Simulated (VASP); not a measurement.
Runs of VASP 6.6.1 on H2. The cell holds a molecule in a box, 2 atoms: a = 9.000 Å, b = 9.600 Å, c = 10.200 Å, α = 90.00°, β = 90.00°, γ = 90.00°. 

| task | level | potentials or basis | cell | grid for exact exchange (PRECFOCK) | screening parameter | gap on the mesh (eV) |
| --- | --- | --- | --- | --- | --- | --- |
| relaxation of the atoms | LDA | VASP PAW LDA potentials, release 64 (H) | atoms relaxed | - | - | 9.97 |
| single point | HSE06 | VASP PAW PBE potentials, release 64 (H) | as given | Fast | 0.2 1/A | 11.37 |
| relaxation of the atoms | r2SCAN | VASP PAW PBE potentials, release 64 (H) | atoms relaxed | - | - | (b) |
| relaxation of the atoms | PBEsol | VASP PAW PBE potentials, release 64 (H) | atoms relaxed | - | - | (a) |
| relaxation of the atoms | PBE | VASP PAW PBE potentials, release 64 (H) | atoms relaxed | - | - | 10.12 |

Alike in all rows: no spin polarisation; k mesh 1 × 1 × 1; cutoff (eV) 520; smearing gaussian 0.01 eV.

Problem. Fill in the values left out.

Solution. (a) 9.94; (b) 11.07.

